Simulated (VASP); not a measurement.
Consider the following.

```
CELL_PARAMETERS angstrom
      1.50439     0.86856     5.72000
     -1.50439     0.86856     5.72000
      0.00000    -1.73712     5.72000
ATOMIC_POSITIONS crystal
  Cu 0.00000 0.00000 0.00000
  Cr 0.50000 0.50000 0.50000
  O  0.10835 0.10835 0.10835
  O  0.89165 0.89165 0.89165
```
Starting moments (μB, in the order of the record's atoms Cu Cr O O): 0.0 2.8 0.0 0.0.

Calculation: PBE GGA, VASP's PBE PAW potentials (set 64) (plane waves; VASP). Run with 500 eV cut-off, Gaussian smearing of 0.050 eV, potentials Cu Cr_pv O.

The moments were started parallel, and other spin orders were not tried in this run.

Give the spin-up energies of bands 8 to 21 at the high-symmetry points, in eV from the valence-band maximum.

```tsv
band	Γ	T	H2	L	S0	F
8	-5.70	-5.59	-5.75	-5.09	-5.87	-5.89
9	-3.91	-5.59	-5.57	-5.06	-5.55	-5.21
10	-3.81	-3.71	-4.82	-5.02	-4.83	-4.17
11	-2.75	-3.38	-4.47	-4.27	-4.45	-3.89
12	-2.75	-3.38	-2.12	-2.73	-2.10	-2.82
13	-2.09	-2.08	-2.00	-1.61	-2.02	-2.23
14	-2.09	-2.08	-1.85	-1.49	-1.87	-1.75
15	-1.85	-1.22	-1.64	-1.42	-1.61	-1.49
16	-1.85	-1.22	-1.07	-1.30	-1.07	-1.35
17	-1.15	-1.09	-1.05	-0.60	-1.05	-0.59
18	-1.15	-1.09	-0.34	-0.59	-0.32	-0.55
19	-0.75	-0.24	-0.01	-0.40	-0.02	-0.17
20	2.05	2.66	2.21	2.19	2.17	2.09
21	2.86	2.66	2.21	2.59	2.21	2.77
```

Give the spin-down energies of bands 8 to 21 at the high-symmetry points, in eV from the valence-band maximum.

```json
[
 {"band": "8", "Γ": "-5.23", "T": "-5.07", "H2": "-5.49", "L": "-5.03", "S0": "-5.64", "F": "-5.69"},
 {"band": "9", "Γ": "-3.88", "T": "-5.07", "H2": "-5.32", "L": "-4.66", "S0": "-5.28", "F": "-4.84"},
 {"band": "10", "Γ": "-3.74", "T": "-3.65", "H2": "-4.55", "L": "-4.59", "S0": "-4.59", "F": "-4.10"},
 {"band": "11", "Γ": "-2.75", "T": "-3.38", "H2": "-4.37", "L": "-4.22", "S0": "-4.32", "F": "-3.82"},
 {"band": "12", "Γ": "-2.75", "T": "-3.38", "H2": "-2.08", "L": "-2.70", "S0": "-2.06", "F": "-2.73"},
 {"band": "13", "Γ": "-2.07", "T": "-2.07", "H2": "-1.96", "L": "-1.58", "S0": "-1.98", "F": "-1.91"},
 {"band": "14", "Γ": "-2.07", "T": "-2.07", "H2": "-1.74", "L": "-1.48", "S0": "-1.74", "F": "-1.63"},
 {"band": "15", "Γ": "-1.70", "T": "-1.09", "H2": "-1.53", "L": "-1.40", "S0": "-1.53", "F": "-1.48"},
 {"band": "16", "Γ": "-1.70", "T": "-1.09", "H2": "-0.69", "L": "-0.57", "S0": "-0.69", "F": "-0.77"},
 {"band": "17", "Γ": "1.42", "T": "1.88", "H2": "2.10", "L": "1.22", "S0": "2.09", "F": "1.78"},
 {"band": "18", "Γ": "1.89", "T": "1.88", "H2": "2.62", "L": "2.68", "S0": "2.64", "F": "2.76"},
 {"band": "19", "Γ": "1.89", "T": "2.69", "H2": "2.69", "L": "2.77", "S0": "2.68", "F": "2.79"},
 {"band": "20", "Γ": "3.11", "T": "3.17", "H2": "3.60", "L": "3.33", "S0": "3.59", "F": "2.84"},
 {"band": "21", "Γ": "4.16", "T": "4.00", "H2": "3.63", "L": "3.79", "S0": "3.60", "F": "3.53"}
]
```

The gap is indirect, 1.12 eV, from the valence maximum at S2-F at 0.18 to the conduction minimum at F-Γ at 0.36.

The structure was generated: CrCuO2 was put into the delafossite type (R-3m), which need not be its known phase. It was relaxed first.
